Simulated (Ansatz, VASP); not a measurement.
# Cross-check of Ga2O3 (partly crystallised Ga2O3) between VASP and Ansatz, part 2 of 2

Aim: how closely do two programs agree when they are given the same cell, functional and k mesh? Of the first pair: The structure shown is the start of the Ansatz relaxation below; VASP solves that cell, so the two are compared at the walk's first step.

VASP 6.6.1 and Ansatz 0.2.0.

So far. Step 3 (VASP: single point, PBE, start cell, pair 1): The run ends at a pressure of 0.75 GPa, with forces up to 0.32 eV/Å.

### Step 5. VASP: single point, PBE, pair 2

Level of this step: PBE; plane waves and PAW (Ga_d, O) (VASP).

A single point gives forces, pressure and levels at one fixed geometry, so differences don't come from the geometry; what else differs is listed under the comparison. The cell compared in this pair holds 1081.15 Å³, against 1049.10 Å³ for the pair before.

Input file INCAR:

```
SYSTEM = Ga2O3
PREC = Accurate
ENCUT = 520
EDIFF = 1E-06
NELM = 120
ISMEAR = 0
SIGMA = 0.01
LREAL = Auto
ALGO = Normal
GGA = PE
NBANDS = 488
LORBIT = 11
LWAVE = .FALSE.
LCHARG = .FALSE.
ISIF = 2
LASPH = .TRUE.
GGA_COMPAT = .FALSE.
EFERMI = MIDGAP
NCORE = 2
```

Input file POSCAR:

```
Ga2O3
1.0
   10.2635000000      0.0000000000      0.0000000000
    0.0000000000     10.2635000000      0.0000000000
    0.0000000000      0.0000000000     10.2635000000
Ga O
38 57
Direct
    0.2803400000      0.3956500000      0.8485300000
    0.5376800000      0.7985100000      0.1431800000
    0.9177700000      0.9833100000      0.8088800000
    0.9659800000      0.2692900000      0.7634300000
    0.8312500000      0.9205000000      0.1306000000
    0.0741600000      0.4843400000      0.0166100000
    0.5006400000      0.3679200000      0.3883500000
    0.8744200000      0.3503100000      0.3578700000
    0.1467400000      0.5527500000      0.3826300000
    0.6922700000      0.4603800000      0.6124700000
    0.0582400000      0.7340000000      0.1006800000
    0.1936200000      0.0712400000      0.7345900000
    0.1960100000      0.3061200000      0.5034500000
    0.2816700000      0.8244600000      0.3122600000
    0.3517300000      0.5975300000      0.6121100000
    0.4805600000      0.1851600000      0.6707200000
    0.3830300000      0.1011700000      0.4128900000
    0.7333600000      0.4869000000      0.1444800000
    0.1367000000      0.0058300000      0.0326300000
    0.3577500000      0.5520200000      0.1611500000
    0.6669600000      0.3190400000      0.8971700000
    0.2297400000      0.2840700000      0.1898600000
    0.7625400000      0.1621100000      0.5439500000
    0.0195700000      0.5269700000      0.6547900000
    0.9128800000      0.2046800000      0.0570900000
    0.8553800000      0.6975400000      0.3688700000
    0.7598000000      0.7474500000      0.6349400000
    0.8455400000      0.7040200000      0.8963100000
    0.5468800000      0.6140200000      0.8802300000
    0.1236100000      0.8067800000      0.5703300000
[... 59 atom lines left out ...]
    0.9314400000      0.7966500000      0.2287500000
    0.5932500000      0.0779800000      0.5232100000
    0.6873800000      0.6035100000      0.7546500000
    0.2847900000      0.4189100000      0.0414200000
    0.6939300000      0.3306000000      0.4587600000
    0.2657300000      0.1386300000      0.0791200000
```

Input file KPOINTS:

```
Automatic mesh
0
Gamma
1 1 1
0 0 0
```

Potentials, in the order of the species: Ga_d and O (PBE family, release 64).

Command:

```console
$ mpirun -np 8 vasp_gam
```

Numbers of over 12 decimals in the logs are rounded to 6 here.

Output:

```text
[... set-up lines as in an earlier step ...]
 entering main loop
       N       E                     dE             d eps       ncg     rms          rms(c)
DAV:   1     0.240995927555E+05    0.24100E+05   -0.29269E+05   984   0.358E+03
DAV:   2     0.579798437421E+04   -0.18302E+05   -0.17408E+05   976   0.105E+03
DAV:   3     0.303095855586E+03   -0.54949E+04   -0.51564E+04  1224   0.388E+02
DAV:   4    -0.546561515666E+03   -0.84966E+03   -0.82161E+03  1120   0.155E+02
[...]
DAV:  20    -0.551659929851E+03    0.47374E-06   -0.17113E-05  1360   0.373E-02    0.401E-03
DAV:  21    -0.551659931007E+03   -0.11561E-05   -0.15890E-05   968   0.190E-02    0.295E-03
DAV:  22    -0.551659930999E+03    0.86147E-08   -0.26202E-06   712   0.926E-03
   1 F= -.55165993E+03 E0= -.55165993E+03  d E =0.000000E+00
```

Parts of OUTCAR (step 5):

```text
  Total      -79.3307049    -52.2185214    -69.0355329      5.7874456      1.4563606    -10.5167774
  in kB     -117.5615858    -77.3835577   -102.3049868      8.5765188      2.1582068    -15.5849999
  external PRESSURE =     -99.0833768 kB  Pullay stress =       0.0000000 kB

 POSITION                                       TOTAL-FORCE (eV/Angst)
 -----------------------------------------------------------------------------------
      2.87727      4.06075      8.70889         0.138664      0.006384      0.345643
      5.51848      8.19551      1.46953         0.253010     -0.132238     -0.659750
      9.41953     10.09220      8.30194         0.343847      0.088758      0.092066
      9.91434      2.76386      7.83546        -0.491643      0.006812     -0.392552
      8.53153      9.44755      1.34041        -0.054542      0.283767     -0.904956
      0.76114      4.97102      0.17048         0.181038     -0.107277     -0.253343
      5.13832      3.77615      3.98583        -0.008988     -0.193666     -0.931502
      8.97461      3.59541      3.67300        -0.074329     -0.104200     -0.164601
[...]
6.49187      9.47916      4.16010         0.177430     -0.351818      0.646748
      4.15990      1.00849      9.80924        -0.100498     -0.048853     -0.012383
      3.11333      7.83372      9.16808        -0.379816     -0.126704     -0.084937
      5.74797      6.62139      4.06517         0.328482      0.139483      0.065704
      6.33730      1.56919      1.67849         0.294019      0.100624      0.080335
[...]
-----------------------------------------------------------------------------------
    total drift:                               -0.005807     -0.025421      0.022819

  FREE ENERGIE OF THE ION-ELECTRON SYSTEM (eV)
  ---------------------------------------------------
  free  energy   TOTEN  =      -551.6599309985 eV

  energy  without entropy=     -551.6599309985  energy(sigma->0) =     -551.65993100

[... 1 part as in an earlier step ...]

[... 2 further parts left out ...]
[key lines of the parts left out:]
E-fermi :   3.9470
```

The run ends at a pressure of -9.91 GPa, with forces up to 0.97 eV/Å.

### Step 6. Ansatz: single point, PBE, pair 2

The same cell, functional and mesh now go to Ansatz, which takes its cutoff from its data sets.

The cell is taken from a series of runs on this material, whose earlier steps may have relaxed, scaled, displaced or heated it; both programs get it as it stands.

Input file input.yaml:

```yaml
crystal:
  lattice:
    - [10.2635, 0.0, 0.0]
    - [0.0, 10.2635, 0.0]
    - [0.0, 0.0, 10.2635]
  atoms:
    - { symbol: Ga, position: [0.28034, 0.39565, 0.84853] }
    - { symbol: Ga, position: [0.53768, 0.79851, 0.14318] }
    - { symbol: Ga, position: [0.91777, 0.98331, 0.80888] }
    - { symbol: Ga, position: [0.96598, 0.26929, 0.76343] }
    - { symbol: Ga, position: [0.83125, 0.9205, 0.1306] }
    - { symbol: Ga, position: [0.07416, 0.48434, 0.01661] }
    - { symbol: Ga, position: [0.50064, 0.36792, 0.38835] }
    - { symbol: Ga, position: [0.87442, 0.35031, 0.35787] }
    - { symbol: Ga, position: [0.14674, 0.55275, 0.38263] }
    - { symbol: Ga, position: [0.69227, 0.46038, 0.61247] }
    - { symbol: Ga, position: [0.05824, 0.734, 0.10068] }
    - { symbol: Ga, position: [0.19362, 0.07124, 0.73459] }
    - { symbol: Ga, position: [0.19601, 0.30612, 0.50345] }
    - { symbol: Ga, position: [0.28167, 0.82446, 0.31226] }
    - { symbol: Ga, position: [0.35173, 0.59753, 0.61211] }
    - { symbol: Ga, position: [0.48056, 0.18516, 0.67072] }
    - { symbol: Ga, position: [0.38303, 0.10117, 0.41289] }
    - { symbol: Ga, position: [0.73336, 0.4869, 0.14448] }
    - { symbol: Ga, position: [0.1367, 0.00583, 0.03263] }
    - { symbol: Ga, position: [0.35775, 0.55202, 0.16115] }
    - { symbol: Ga, position: [0.66696, 0.31904, 0.89717] }
    - { symbol: Ga, position: [0.22974, 0.28407, 0.18986] }
    - { symbol: Ga, position: [0.76254, 0.16211, 0.54395] }
    - { symbol: Ga, position: [0.01957, 0.52697, 0.65479] }
    - { symbol: Ga, position: [0.91288, 0.20468, 0.05709] }
    - { symbol: Ga, position: [0.85538, 0.69754, 0.36887] }
    - { symbol: Ga, position: [0.7598, 0.74745, 0.63494] }
    - { symbol: Ga, position: [0.84554, 0.70402, 0.89631] }
    - { symbol: Ga, position: [0.54688, 0.61402, 0.88023] }
    - { symbol: Ga, position: [0.12361, 0.80678, 0.57033] }
[... 59 atom lines left out ...]
    - { symbol: O, position: [0.93144, 0.79665, 0.22875] }
    - { symbol: O, position: [0.59325, 0.07798, 0.52321] }
    - { symbol: O, position: [0.68738, 0.60351, 0.75465] }
    - { symbol: O, position: [0.28479, 0.41891, 0.04142] }
    - { symbol: O, position: [0.69393, 0.3306, 0.45876] }
    - { symbol: O, position: [0.26573, 0.13863, 0.07912] }
kpoints:
  mp_grid: { grid: [1, 1, 1] }
hamiltonian:
  xc: pbe
  pseudopotentials: { kind: paw, azcp: { folder: soft_1 } }
scf:
  occupations: { method: fixed }
output:
  forces: true
```

Command:

```console
$ ansatz run input.yaml --threads 4 --pin off --max-ram 8192MiB --backend cpu --events-out ev --progress --plain --runs-dir out
```

Output:

```text
[...]
Crystal: 95 atoms, lattice volume = 1081.151 Å³
Basis set: ecut = 420 eV, 21247 PW (Γ), exchange–correlation on 144×144×144 points (8 copies of the dense FFT grid, shifted against one another)
Bands: 513, of which v1, the nominal top of the filled ones, is band 418 counted from 1 (417 counted from 0)
Symmetry: 1 space group operations
[...]
k-points: 1
[...]
atom   5  Ga    -0.05357672     0.29775821    -0.92279723
  atom   6  Ga     0.17003754    -0.10902630    -0.27915684
  atom   7  Ga    -0.01555363    -0.18856098    -0.93297992
  atom   8  Ga    -0.07582311    -0.09642408    -0.15350521
[...]
atom  92  O     -0.13258436    -0.03694977    -0.13277172
  atom  93  O     -0.00647559     0.03794394     0.23783803
  atom  94  O      0.70853351     0.06985199     0.68895751
  atom  95  O      0.22577161    -0.13774072    -0.11350043
  max |Σ_I F_I| component: 3.09e-5 eV/Å
[key lines of the parts left out:]
SCF converged after 13 iterations
Free energy (F): -176115.824522 eV
Fermi energy:    7.447054 eV
```

### Step 7. Comparison

The two programs side by side:

| quantity | Ansatz | VASP | difference |
| --- | --- | --- | --- |
| gap on the k mesh (eV) | 0.901 | 0.880 | +0.021 |

Forces on 10 of the 95 atoms, those with the largest forces and the largest differences (eV/Å; atoms numbered as in POSCAR):

| atom | Ansatz x, y, z | VASP x, y, z |
| --- | --- | --- |
| Ga5 | -0.054, 0.298, -0.923 | -0.055, 0.284, -0.905 |
| Ga7 | -0.016, -0.189, -0.933 | -0.009, -0.194, -0.932 |
| Ga13 | -0.840, -0.131, 0.477 | -0.836, -0.131, 0.474 |
| Ga15 | -0.778, 0.153, 0.335 | -0.753, 0.163, 0.339 |
| Ga18 | -0.396, -0.726, 0.370 | -0.374, -0.701, 0.339 |
| O40 | -0.778, 0.165, 0.149 | -0.732, 0.164, 0.120 |
| O45 | -0.051, -0.727, -0.377 | -0.011, -0.692, -0.390 |
| O70 | 0.167, -0.205, 0.306 | 0.127, -0.227, 0.338 |
| O91 | 0.833, 0.341, 0.026 | 0.785, 0.341, 0.035 |
| O94 | 0.709, 0.070, 0.689 | 0.686, 0.065, 0.670 |

The forces differ by 14 meV/Å r.m.s., which is 4.7 % of the r.m.s. force of 0.305 eV/Å (both taken over all components). A gap on the mesh is an upper bound, since the band edges may lie between its points.

### Step 8. Ansatz: relaxation, PBE

The two programs are compared at the cell with which this relaxation starts, whose forces are those of its first step. The cell compared in this pair holds 1038.72 Å³, against 1081.15 Å³ for the pair before.

The structure compared here is the start of the Ansatz relaxation; VASP solves that cell, so the two are compared at the walk's first step.

Input file input.yaml:

```yaml
crystal:
  lattice:
    - [9.78559, 0.27533, -0.22797]
    - [0.27258, 10.53563, 0.35187]
    - [-0.22569, 0.35187, 10.0999]
  atoms:
    - { symbol: Ga, position: [0.30848, 0.39985, 0.87719] }
    - { symbol: Ga, position: [0.52964, 0.78498, 0.12607] }
    - { symbol: Ga, position: [0.90043, 0.98721, 0.81511] }
    - { symbol: Ga, position: [0.9583, 0.24755, 0.76289] }
    - { symbol: Ga, position: [0.83777, 0.95272, 0.12856] }
    - { symbol: Ga, position: [0.09568, 0.49507, 0.02941] }
    - { symbol: Ga, position: [0.47056, 0.37628, 0.40298] }
    - { symbol: Ga, position: [0.84812, 0.37066, 0.35108] }
    - { symbol: Ga, position: [0.14055, 0.55226, 0.38404] }
    - { symbol: Ga, position: [0.69734, 0.4565, 0.6219] }
    - { symbol: Ga, position: [0.07379, 0.75775, 0.11371] }
    - { symbol: Ga, position: [0.17515, 0.04002, 0.71715] }
    - { symbol: Ga, position: [0.17228, 0.30235, 0.49427] }
    - { symbol: Ga, position: [0.27961, 0.83653, 0.33534] }
    - { symbol: Ga, position: [0.33523, 0.58758, 0.61446] }
    - { symbol: Ga, position: [0.48661, 0.20965, 0.70743] }
    - { symbol: Ga, position: [0.40094, 0.10036, 0.44046] }
    - { symbol: Ga, position: [0.7627, 0.56633, 0.08094] }
    - { symbol: Ga, position: [0.15422, 0.01648, 0.02525] }
    - { symbol: Ga, position: [0.36251, 0.56564, 0.16313] }
    - { symbol: Ga, position: [0.67243, 0.31865, 0.9196] }
    - { symbol: Ga, position: [0.26096, 0.27453, 0.19671] }
    - { symbol: Ga, position: [0.76521, 0.15287, 0.52634] }
    - { symbol: Ga, position: [0.03586, 0.50707, 0.68833] }
    - { symbol: Ga, position: [0.92948, 0.24074, 0.09484] }
    - { symbol: Ga, position: [0.8369, 0.69157, 0.34953] }
    - { symbol: Ga, position: [0.73429, 0.73371, 0.62969] }
    - { symbol: Ga, position: [0.95054, 0.72501, 0.86665] }
    - { symbol: Ga, position: [0.55372, 0.61676, 0.87432] }
    - { symbol: Ga, position: [0.01284, 0.81538, 0.5448] }
[... 59 atom lines left out ...]
    - { symbol: O, position: [0.91112, 0.79648, 0.20307] }
    - { symbol: O, position: [0.61027, 0.06346, 0.49752] }
    - { symbol: O, position: [0.68364, 0.59385, 0.74163] }
    - { symbol: O, position: [0.30555, 0.42142, 0.06543] }
    - { symbol: O, position: [0.70335, 0.33156, 0.47163] }
    - { symbol: O, position: [0.28225, 0.13489, 0.0799] }
kpoints:
  mp_grid: { grid: [1, 1, 1] }
hamiltonian:
  xc: pbe
  pseudopotentials: { kind: paw, azcp: { folder: soft_1 } }
scf:
  occupations: { method: fixed }
output:
  forces: true
  eigenvalues: true
  stress: true
relax:
  f_tol: 0.05
  max_steps: 70
```

Output:

```text
[...]
Crystal: 95 atoms, lattice volume = 1038.718 Å³
Basis set: ecut = 420 eV, 20293 PW (Γ), exchange–correlation on 144×144×144 points (8 copies of the dense FFT grid, shifted against one another)
Bands: 513, of which v1, the nominal top of the filled ones, is band 418 counted from 1 (417 counted from 0)
Symmetry: 1 space group operations
[...]
k-points: 1
[...]
- { symbol: O, position: [0.653367, 0.768057, 0.292677] }
    - { symbol: O, position: [0.554711, 0.790552, 0.538713] }
    - { symbol: O, position: [0.859611, 0.287269, 0.925957] }
    - { symbol: O, position: [0.523820, 0.501162, 0.270472] }
    - { symbol: O, position: [0.633833, 0.474868, 0.990158] }
    - { symbol: O, position: [0.818251, 0.842299, 0.492443] }
    - { symbol: O, position: [0.828716, 0.132581, 0.700682] }
[...]
- { symbol: O, position: [0.683723, 0.594327, 0.742468] }
    - { symbol: O, position: [0.306674, 0.420805, 0.064319] }
    - { symbol: O, position: [0.699348, 0.331494, 0.470082] }
    - { symbol: O, position: [0.281640, 0.134885, 0.080604] }
```

### Step 9. VASP: single point, PBE, start cell, pair 3

The same cell, functional and mesh now go to VASP, with its own data sets.

INCAR is that of step 5.

Input file POSCAR:

```
Ga2O3
1.0
    9.7855900000      0.2753300000     -0.2279700000
    0.2725800000     10.5356300000      0.3518700000
   -0.2256900000      0.3518700000     10.0999000000
Ga O
38 57
Direct
    0.3084822548      0.3998535295      0.8771896987
    0.5296446100      0.7849754905      0.1260738974
    0.9004329895      0.9872093054      0.8151073150
    0.9582968432      0.2475516400      0.7628943787
    0.8377750051      0.9527193547      0.1285610955
    0.0956804714      0.4950732654      0.0294073057
    0.4705574753      0.3762797630      0.4029813590
    0.8481247952      0.3706612281      0.3510849061
    0.1405473542      0.5522567327      0.3840352879
    0.6973442972      0.4564958711      0.6219018384
    0.0737938707      0.7577496570      0.1137133454
    0.1751499004      0.0400196543      0.7171503883
    0.1722775455      0.3023500006      0.4942708559
    0.2796111514      0.8365345867      0.3353391152
    0.3352291996      0.5875767996      0.6144587127
    0.4866148318      0.2096502282      0.7074291783
    0.4009417761      0.1003570223      0.4404588235
    0.7627029046      0.5663281815      0.0809413444
    0.1542172369      0.0164824923      0.0252534390
    0.3625059386      0.5656415693      0.1631311379
    0.6724261767      0.3186502560      0.9196001475
    0.2609618237      0.2745285833      0.1967141352
    0.7652087343      0.1528729467      0.5263372144
    0.0358620398      0.5070720831      0.6883287969
    0.9294773843      0.2407369356      0.0948410236
    0.8369019098      0.6915662056      0.3495328793
    0.7342859741      0.7337064163      0.6296919669
    0.9505375840      0.7250102870      0.8666506286
    0.5537230768      0.6167640283      0.8743167250
    0.0128350755      0.8153824333      0.5447991956
[... 59 atom lines left out ...]
    0.9111179114      0.7964771830      0.2030664783
    0.6102735397      0.0634619212      0.4975191549
    0.6836384955      0.5938530895      0.7416301133
    0.3055509571      0.4214222226      0.0654333819
    0.7033469194      0.3315602804      0.4716260440
    0.2822480464      0.1348922008      0.0798997583
```

KPOINTS is that of step 5.

Command:

```console
$ mpirun -np 8 vasp_gam
```

Output:

```text
[... set-up lines as in an earlier step ...]
 entering main loop
       N       E                     dE             d eps       ncg     rms          rms(c)
DAV:   1     0.243874153349E+05    0.24387E+05   -0.29028E+05   984   0.363E+03
DAV:   2     0.582471174500E+04   -0.18563E+05   -0.17677E+05   976   0.105E+03
DAV:   3     0.258678307669E+03   -0.55660E+04   -0.52262E+04  1240   0.392E+02
DAV:   4    -0.553653423317E+03   -0.81233E+03   -0.78965E+03  1088   0.157E+02
[...]
DAV:  19    -0.556966526737E+03    0.25496E-05   -0.45118E-05  1440   0.496E-02    0.778E-03
DAV:  20    -0.556966532738E+03   -0.60007E-05   -0.69299E-05  1144   0.241E-02    0.590E-03
DAV:  21    -0.556966532066E+03    0.67252E-06   -0.68848E-06   872   0.320E-02
   1 F= -.55696653E+03 E0= -.55696653E+03  d E =0.000000E+00
```

From OUTCAR (step 9):

```text
  FREE ENERGIE OF THE ION-ELECTRON SYSTEM (eV)
  ---------------------------------------------------
  free  energy   TOTEN  =      -556.9665320657 eV

  energy  without entropy=     -556.9665320657  energy(sigma->0) =     -556.96653207
```

The run ends at a pressure of 2.41 GPa, with forces up to 0.22 eV/Å.

### Step 10. Differences

Forces on 9 of the 95 atoms, those with the largest forces and the largest differences (eV/Å; atoms numbered as in POSCAR):

```csv
atom,"Ansatz x, y, z","VASP x, y, z"
Ga1,"0.167, -0.083, 0.023","0.183, -0.100, 0.013"
Ga7,"0.153, 0.002, 0.042","0.205, -0.004, 0.056"
Ga18,"-0.075, -0.021, 0.169","-0.068, -0.044, 0.183"
Ga21,"-0.192, 0.095, -0.029","-0.202, 0.089, -0.022"
O42,"0.202, -0.011, -0.017","0.209, -0.007, -0.028"
O43,"0.100, -0.009, 0.024","0.142, -0.025, -0.005"
O52,"0.029, 0.009, 0.021","0.038, 0.055, 0.043"
O77,"-0.145, -0.074, -0.038","-0.193, -0.077, -0.057"
O89,"-0.190, 0.009, -0.007","-0.213, -0.013, -0.026"
```

The forces differ by 16 meV/Å r.m.s., which is 24.3 % of the r.m.s. force of 0.065 eV/Å (both taken over all components).

### Step 11. Summary of results

```json
{
  "r.m.s. force difference (single point, PBE, start cell, pair 1)": "16 meV/Å",
  "r.m.s. force difference (single point, PBE, pair 2)": "4.7 % of the r.m.s. force",
  "r.m.s. force difference (single point, PBE, start cell, pair 3)": "16 meV/Å"
}
```

What this shows: The r.m.s. force difference is 4.7 % of the r.m.s. force (single point, PBE, pair 2), beyond the 3 % picked in this series as the mark of a large difference. What causes the difference of the single point, PBE, start cell, pair 1 pair stays open here. What causes the difference of the single point, PBE, pair 2 pair stays open here. What causes the difference of the single point, PBE, start cell, pair 3 pair stays open here. 4 further runs of this series are not shown here. How closely two codes agree says nothing of how well the functional describes the real material.

[Lines on the potential files, build, host, timing and source positions are cut from VASP's logs without a mark.]

[Logs are printed without paths, hosts, clocks, repeated set-up lines and the standing remarks that a program may print on its own settings, such as how far it seeks lower states.]

[Hosts, paths, dates, database ids (printed as entryN), source tags and the programs' standing remarks are cut or masked in the printed files.]
